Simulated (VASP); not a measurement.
CaCoAu3:

```
CELL_PARAMETERS angstrom
4.85104 0.00000 0.00000
0.00000 4.85104 0.00000
0.00000 0.00000 4.85104
ATOMIC_POSITIONS crystal
Ca 0.00000 0.00000 0.00000
Co 0.50000 0.50000 0.50000
Au 0.00000 0.50000 0.50000
Au 0.50000 0.00000 0.50000
Au 0.50000 0.50000 0.00000
```

The cell was built by a generator and needn't be a form met in nature.

```yaml
Program: VASP 6.6.1
Task: relaxation of cell and atoms
Functional: PBE
Dispersion: TS
Potentials_or_basis: VASP PAW PBE potentials, release 64 (Ca_sv, Co, Au)
Cutoff: 600 eV
k_mesh: 5 × 5 × 5
Occupations: fermi-dirac, width 0.05 eV
Spin: collinear spin, ferromagnetic start
Starting_moments: "[0.0, 2.0, 0.0, 0.0, 0.0] μB"
```

At the start: pressure -2.0 GPa; volume 22.83 Å³/atom.

Where does the relaxation end?

Over 3 steps the energy falls by 4.7 meV/atom and the volume is 22.11 Å³/atom (-3.2 %); space group Pm-3m (No. 221, to 0.05 Å); moment 1.54 μB per cell.

Step by step:
| step | energy change (eV) | largest force (eV/Å) | pressure (GPa) | volume (Å³) |
| --- | --- | --- | --- | --- |
| 1 | 0.0000 | 0.0000 | -2.04 | 114.16 |
| 2 | -0.0211 | 0.0000 | 0.72 | 109.43 |
| 3 | -0.0237 | 0.0000 | 0.00 | 110.55 |

Final structure:
```
Ca Co Au
1.0
     4.79945    0.00000    0.00000
     0.00000    4.79945    0.00000
     0.00000    0.00000    4.79945
Ca Co Au
1 1 3
Cartesian
  0.0000 0.0000 0.0000
  2.3997 2.3997 2.3997
  0.0000 2.3997 2.3997
  2.3997 0.0000 2.3997
  2.3997 2.3997 0.0000
```

Caveat: atom-pairwise D2, TS and ULG terms overbind metals; pairwise dispersion overbinds metals, which lowers pressure and volume.
